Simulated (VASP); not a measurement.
Level of theory: PBEsol GGA with spin-orbit coupling, VASP's PBE PAW potentials (set 64) (plane waves; VASP).

VASP input:

**POSCAR**
```
NbPd3
1
   -1.9475000000     1.9475000000     3.9565000000
    1.9475000000    -1.9475000000     3.9565000000
    1.9475000000     1.9475000000    -3.9565000000
Nb Pd
1 3
Direct
  0.0169230000  -0.0052760000   0.0041620000
  0.7425010000   0.2574730000   0.4969090000
  0.2516610000   0.7622630000   0.5161000000
  0.4889140000   0.4855390000  -0.0171710000
```

INCAR:
```
# general
SYSTEM        = NbPd3
PREC          = Accurate
ENCUT         = 300
LREAL         = .False.
LASPH         = .True.

# electronic loop
EDIFF         = 1E-6
NELM          = 100
ALGO          = Normal
LMAXMIX       = 4

# smearing
ISMEAR        = -1
SIGMA         = 0.1

# functional
GGA           = PS
GGA_COMPAT    = .False.

# spin
MAGMOM        = 0.0 0.0 0.0 0.0 0.0 0.0 0.0 0.0 0.0 0.0 0.0 0.0
LSORBIT       = .True.
LNONCOLLINEAR = .True.

# ions
ISIF          = 2

# output
LWAVE         = .False.
LCHARG        = .False.
LORBIT        = 11
```

**KPOINTS**
```
Automatic
0
Gamma
5 5 7
0 0 0
```

POTCAR, in this order: Nb_sv Pd (PBE.64 set). Program: vasp_ncl.

Task: What does the run give for the energy per atom (σ→0), largest force, band gap (on the k-mesh)?

Result: 
```
Item                                                        Result
------------------------  ----------------------------------------
energy per atom (σ→0)                               -7.713 eV/atom
band gap (on the k-mesh)  none (metal, semimetal or under 0.01 eV)
largest force                                           0.695 eV/Å
```

File OSZICAR:
```
...
DAV:   9    -0.308863316978E+02    0.56532E-02   -0.79342E-02 25250   0.286E+00    0.556E-01
DAV:  10    -0.308823144817E+02    0.40172E-02   -0.14291E-02 26464   0.119E+00    0.184E-01
DAV:  11    -0.308823443083E+02   -0.29827E-04   -0.17885E-03 24896   0.288E-01    0.600E-02
DAV:  12    -0.308823359182E+02    0.83901E-05   -0.12585E-04 23218   0.122E-01    0.324E-02
DAV:  13    -0.308823341118E+02    0.18064E-05   -0.36241E-05 29512   0.428E-02    0.118E-02
DAV:  14    -0.308823322410E+02    0.18708E-05   -0.55074E-06 23480   0.219E-02    0.812E-03
DAV:  15    -0.308823322274E+02    0.13571E-07   -0.32551E-07 11464   0.482E-03
   1 F= -.30882332E+02 E0= -.30851199E+02  d E =-.622669E-01  mag=    -0.0000    -0.0000    -0.0000
```

The structure comes from a measured NbPd3 entry of the Crystallography Open Database, whose conditions weren't checked. The cell was not relaxed at this level, atoms are displaced from their ideal sites. The k-mesh is coarse (spacing up to 0.36 per Å, 2π included), so the numbers may not be converged in it. The run is one of a series of settings (GGA_COMPAT = .FALSE., LNONCOLLINEAR = .TRUE., LSORBIT = .TRUE., MAGMOM = 0.0 0.0 0.0 0.0 0.0 0.0 0.0 0.0 0.0 0.0 0.0 0.0, program vasp_ncl against the base run), some of them coarse on purpose.
